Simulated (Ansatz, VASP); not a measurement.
**Two plane-wave programs on NaAu**

Contents of INCAR:

```
SYSTEM = NaAu
PREC = Accurate ; ENCUT = 600
EDIFF = 1E-6 ; ISMEAR = 0
SIGMA = 0.02 ; LREAL = .False.
LASPH = .True. ; NELM = 100
ALGO = Normal ; ISIF = 3
LWAVE = .False. ; LCHARG = .False.
GGA = PE ; IBRION = 2
NSW = 100 ; EDIFFG = -0.01
```

Contents of KPOINTS:

```
Automatic mesh
0
Gamma
  12 12 12
  0 0 0
```

Contents of POSCAR:

```
NaAu
1.0
    2.2167525480      1.2798426803      3.1615032130
   -2.2167525480      1.2798426803      3.1615032130
    0.0000000000     -2.5596853607      3.1615032130
Na Au
1 1
Direct
    0.5000000000      0.5000000000      0.5000000000
    0.0000000000      0.0000000000      0.0000000000
```

Input for Ansatz:

```yaml
crystal:
  lattice:
    - [2.216752548, 1.2798426803, 3.161503213]
    - [-2.216752548, 1.2798426803, 3.161503213]
    - [0.0, -2.5596853607, 3.161503213]
  atoms:
    - { symbol: Na, position: [0.5, 0.5, 0.5] }
    - { symbol: Au, position: [0.0, 0.0, 0.0] }
basis:
  ecutwfc: 420
kpoints:
  mp_grid: { grid: [12, 12, 12] }
hamiltonian:
  xc: pbe
scf:
  occupations: { method: gaussian, width: 0.02 }
output:
  forces: true
  stress: true
  eigenvalues: true
  write_density: true
  write_potential: true
  elf: true
  volumetric_format: npy
relax:
  adjacent_minimum: "off"
  f_tol: 0.01
  max_steps: 80
  cell: { stress_tol: 0.05 }
```

Alike in both runs: task relaxation of cell and atoms; functional PBE; k mesh 12 × 12 × 12; occupations gaussian, width 0.02 eV; no spin polarisation.

|  | VASP | Ansatz |
| --- | --- | --- |
| version | VASP 6.6.1 | Ansatz 0.2.0 |
| potentials or method | VASP PAW PBE potentials, release 64 (Na_pv, Au) | scalar-relativistic, plane waves, PAW |
| plane-wave cutoff (eV) | 600 | 420 |
| valence electrons in the cell | 18 | 28 |

```csv
,VASP,Ansatz,Ansatz less VASP
"gap on the k mesh at the Fermi level, each at its own relaxed structure (eV)",0.80,1.10,+0.305
relaxed volume (Å³/atom),27.23,27.57,+0.341
relaxed cell length with the largest relative difference (Å),4.085,4.274,+0.1896
energy change over the relaxation (meV/atom),0,-2,-1.7
```

One of these differences is far larger than is usual between the two programs; its cause wasn't traced. The two sets of potentials don't hold the same shells in valence.

Caveats: spin-orbit coupling is left out, which moves the levels of the heavy elements. A k mesh can miss the band edges.
